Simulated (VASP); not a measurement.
Computed with LDA (Ceperley-Alder, Perdew-Zunger), VASP's LDA PAW potentials (set 64) (plane waves; VASP).

Input for VASP

**POSCAR**
```
CdTe
1
    0.0000000000     3.2028670756     3.2028670756
    3.2028670756     0.0000000000     3.2028670756
    3.2028670756     3.2028670756     0.0000000000
Cd Te
1 1
Direct
  0.0000000000   0.0000000000   0.0000000000
  0.2500000000   0.2500000000   0.2500000000
```

**KPOINTS**
```
Automatic mesh
0
Gamma
7 7 7
0 0 0
```

### INCAR
```
ALGO = Normal
EDIFF = 1E-8
EDIFFG = -0.001
ENCUT = 400
IBRION = 1
ISIF = 2
ISMEAR = 0
LASPH = .TRUE.
LCHARG = .FALSE.
LMAXMIX = 4
LREAL = .FALSE.
LWAVE = .FALSE.
NELM = 100
NSW = 30
PREC = Accurate
SIGMA = 0.05
SYSTEM = CdTe
```

POTCAR, in this order: Cd Te (LDA.64 set). Program: vasp_std.

The run wrote:

**OSZICAR**
```
       N       E                     dE             d eps       ncg     rms          rms(c)
DAV:   1     0.942252176037E+02    0.94225E+02   -0.73429E+03   520   0.977E+02
DAV:   2    -0.266029618663E+01   -0.96886E+02   -0.93832E+02   590   0.267E+02
DAV:   3    -0.625487660774E+01   -0.35946E+01   -0.35889E+01   635   0.545E+01
DAV:   4    -0.629058255697E+01   -0.35706E-01   -0.35703E-01   730   0.470E+00
DAV:   5    -0.629066689671E+01   -0.84340E-04   -0.84340E-04   630   0.217E-01    0.633E+00
DAV:   6    -0.607188874134E+01    0.21878E+00   -0.45857E-01   575   0.957E+00    0.504E+00
DAV:   7    -0.604935181407E+01    0.22537E-01   -0.10815E-01   595   0.252E+00    0.181E+00
DAV:   8    -0.604734032056E+01    0.20115E-02   -0.10732E-02   535   0.150E+00    0.502E-01
DAV:   9    -0.604705543158E+01    0.28489E-03   -0.82018E-04   605   0.349E-01    0.137E-01
DAV:  10    -0.604704273557E+01    0.12696E-04   -0.99132E-05   573   0.973E-02    0.569E-02
DAV:  11    -0.604704617458E+01   -0.34390E-05   -0.21825E-05   607   0.496E-02    0.279E-02
DAV:  12    -0.604704541863E+01    0.75596E-06   -0.18959E-06   571   0.138E-02    0.142E-02
DAV:  13    -0.604704538612E+01    0.32509E-07   -0.79953E-07   555   0.578E-03    0.583E-03
DAV:  14    -0.604704537349E+01    0.12624E-07   -0.44446E-08   585   0.179E-03    0.275E-03
DAV:  15    -0.604704537083E+01    0.26639E-08   -0.61991E-09   295   0.616E-04
   1 F= -.60470454E+01 E0= -.60470454E+01  d E =-.604705E+01
```

File OUTCAR:
```
------------------------ aborting loop because EDIFF is reached ----------------------------------------
  FORCE on cell =-STRESS in cart. coord.  units (eV):
  Direction    XX          YY          ZZ          XY          YZ          ZX
  --------------------------------------------------------------------------------------
  Total        0.0100517      0.0100517      0.0100517     -0.0000000     -0.0000000      0.0000000
  in kB        0.2450773      0.2450773      0.2450773     -0.0000000     -0.0000000      0.0000000
  external PRESSURE =       0.2450773 kB  Pullay stress =       0.0000000 kB
  volume of cell :       65.71
      direct lattice vectors                 reciprocal lattice vectors
     0.000000000  3.202867076  3.202867076    -0.156110131  0.156110131  0.156110131
     3.202867076  0.000000000  3.202867076     0.156110131 -0.156110131  0.156110131
     3.202867076  3.202867076  0.000000000     0.156110131  0.156110131 -0.156110131
  FREE ENERGIE OF THE ION-ELECTRON SYSTEM (eV)
  ---------------------------------------------------
  free  energy   TOTEN  =        -6.0470453708 eV

  energy  without entropy=       -6.0470453708  energy(sigma->0) =       -6.04704537

 reached required accuracy - stopping structural energy minimisation
```
(Selected blocks of OUTCAR.)

The compound is CdTe in the zinc blende structure. It was relaxed first. The start is the result of an earlier pass.
